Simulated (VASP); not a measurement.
Here is the system:

```yaml
crystal:
  lattice:
    - [-1.63792, 1.63792, 4.06684]
    - [1.63792, -1.63792, 4.06684]
    - [1.63792, 1.63792, -4.06684]
  atoms:
    - { symbol: Ge, position: [0.66207, 0.66207, 0.00000] }
    - { symbol: Ge, position: [0.33793, 0.33793, 0.00000] }
    - { symbol: Mo, position: [0.00000, 0.00000, 0.00000] }
```

Calculation: LDA (Ceperley-Alder, Perdew-Zunger), VASP's LDA PAW potentials (set 64) (plane waves; VASP 6.6.1). Run with 400 eV cut-off, Gaussian smearing of 0.050 eV, potentials Ge_d Mo_sv.

Q: Give the energies of bands 16 to 24 at the high-symmetry points, in eV from the Fermi level.

A: 
| band | Γ | X | P | N | M | S | R |
|---|---|---|---|---|---|---|---|
| 16 | -6.13 | -6.33 | -6.84 | -9.81 | -10.57 | -9.64 | -8.05 |
| 17 | -4.73 | -6.22 | -5.86 | -4.86 | -2.99 | -6.66 | -5.24 |
| 18 | -2.77 | -5.36 | -5.86 | -4.45 | -1.59 | -2.52 | -4.17 |
| 19 | -2.41 | -4.08 | -2.72 | -2.34 | -0.55 | -2.30 | -4.10 |
| 20 | -2.41 | -2.83 | -1.90 | -2.29 | -0.55 | -2.25 | -2.71 |
| 21 | 0.45 | -1.00 | -1.90 | -0.14 | -0.38 | -0.08 | -1.58 |
| 22 | 2.94 | 1.96 | -0.20 | 1.90 | -0.38 | 1.39 | 1.62 |
| 23 | 3.68 | 2.15 | 1.96 | 2.94 | 0.48 | 3.56 | 1.90 |
| 24 | 3.77 | 3.13 | 4.08 | 3.58 | 3.16 | 3.78 | 2.02 |

It has no gap at this level: it comes out as a metal or semimetal.

The structure comes from a computed database's Ge2Mo entry (I4/mmm); how it stands against other phases isn't given here. It was relaxed first.
